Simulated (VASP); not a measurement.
Given:

```
CELL_PARAMETERS angstrom
      2.11610    -3.68260     0.00000
      2.11610     3.68260     0.00000
      0.00000     0.00000     6.76945
ATOMIC_POSITIONS crystal
  Mg 0.00000 0.00000 0.00000
  I  0.33333 0.66667 0.24200
  I  0.68242 0.34909 0.75800
```

All values below come from PBE GGA, VASP's PBE PAW potentials (set 64) (plane waves; VASP). Settings: 400 eV cut-off, KSPACING 0.3 per Å, Gaussian smearing of 0.050 eV, potentials Mg I.

Predict the energy per atom (σ→0), largest force.

- energy per atom (σ→0): -2.565 eV/atom
- largest force: 0.101 eV/Å

The compound is MgI2 in the 1T layered structure. The cell was not relaxed at this level, atoms are displaced from their ideal sites. The run is one of a series of settings (KGAMMA = .TRUE., KSPACING = 0.3, KPOINTS file removed against the base run), some of them coarse on purpose.
